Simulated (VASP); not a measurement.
**Li2IF in VASP 6.6.1, single-point calculation**

INCAR

```
SIGMA = 0.02
EDIFF = 1E-9
PREC = Accurate
LCHARG = .FALSE.
NELMIN = 4
NELM = 120
ISIF = 2
IBRION = -1
LWAVE = .FALSE.
GGA = PE
NBANDS = 18
ISMEAR = -1
LASPH = .TRUE.
LREAL = .FALSE.
NSW = 0
ENCUT = 520
```

KPOINTS

```
KPOINTS created by Atomic Simulation Environment
0
Gamma
6 6 6
0 0 0
```

POSCAR

```
F  Li I
 1.0000000000000000
     3.8884201255000002    0.0521048297000000    0.0000000000000000
     0.0521048297000000    3.8884201255000002    0.0000000000000000
     0.0000000000000000    0.0000000000000000    5.1775285783999996
 F   Li  I
   1   2   1
Cartesian
  0.0000000000000000  0.0000000000000000  0.0000000000000000
  0.0000000000000000  0.0000000000000000  2.5887642892000002
  1.9702624776000002  1.9702624776000002  0.0000000000000000
  1.9702624776000002  1.9702624776000002  2.5887642892000002
```

The recommended PBE PAW datasets give the neutral cell 20 valence electrons.

Command

```
mpirun -np 1 vasp_std
```

**Question.** How does this run end, and what does it give?

**Answer.** It converged. Results: gap between bands v and c on the k mesh 4.23 eV; least direct gap on the k mesh 4.23 eV; pressure 0.3 GPa. Band v is the last that the valence electrons fill when counted band by band, and c is the next.

OSZICAR

```
N       E                     dE             d eps       ncg     rms          rms(c)
DAV:   1     0.106805393410E+03    0.10681E+03   -0.85098E+03  1872   0.105E+03
DAV:   2    -0.304960956561E+01   -0.10986E+03   -0.10514E+03  2284   0.231E+02
DAV:   3    -0.146073954950E+02   -0.11558E+02   -0.11482E+02  3558   0.573E+01
DAV:   4    -0.149577000626E+02   -0.35030E+00   -0.34961E+00  2412   0.113E+01
DAV:   5    -0.149725582023E+02   -0.14858E-01   -0.14855E-01  2780   0.182E+00    0.637E+00
DAV:   6    -0.138728045720E+02    0.10998E+01   -0.37784E+00  2044   0.122E+01    0.298E+00
DAV:   7    -0.138386954175E+02    0.34109E-01   -0.16257E-01  2214   0.254E+00    0.163E+00
DAV:   8    -0.138253539884E+02    0.13341E-01   -0.74700E-02  2374   0.233E+00    0.300E-01
DAV:   9    -0.138271468204E+02   -0.17928E-02   -0.10233E-02  2632   0.630E-01    0.160E-01
DAV:  10    -0.138277430229E+02   -0.59620E-03   -0.57270E-04  2112   0.197E-01    0.391E-02
DAV:  11    -0.138279127531E+02   -0.16973E-03   -0.27748E-04  2230   0.115E-01    0.971E-03
DAV:  12    -0.138279169725E+02   -0.42195E-05   -0.18465E-05  2504   0.257E-02    0.754E-03
DAV:  13    -0.138279179357E+02   -0.96319E-06   -0.35284E-06  2142   0.127E-02    0.283E-03
DAV:  14    -0.138279178185E+02    0.11725E-06   -0.31806E-07  2594   0.412E-03    0.151E-03
DAV:  15    -0.138279177159E+02    0.10259E-06   -0.68662E-08  2182   0.202E-03    0.920E-04
DAV:  16    -0.138279176806E+02    0.35327E-07   -0.16767E-08  2482   0.887E-04    0.549E-04
DAV:  17    -0.138279176671E+02    0.13512E-07   -0.60464E-09  2210   0.543E-04    0.140E-04
DAV:  18    -0.138279176724E+02   -0.53337E-08   -0.18294E-10  1522   0.919E-05    0.523E-05
DAV:  19    -0.138279176752E+02   -0.28203E-08   -0.75939E-11  1180   0.741E-05    0.124E-05
DAV:  20    -0.138279176758E+02   -0.54638E-09   -0.36950E-11  1138   0.440E-05
   1 F= -.13827918E+02 E0= -.13827918E+02  d E =-.369406E-13
```

For comparison, a separate PBE run of the intended cell, on usual settings and not on those above, gives a gap of 4.23 eV on its mesh and a pressure of 0.4 GPa.
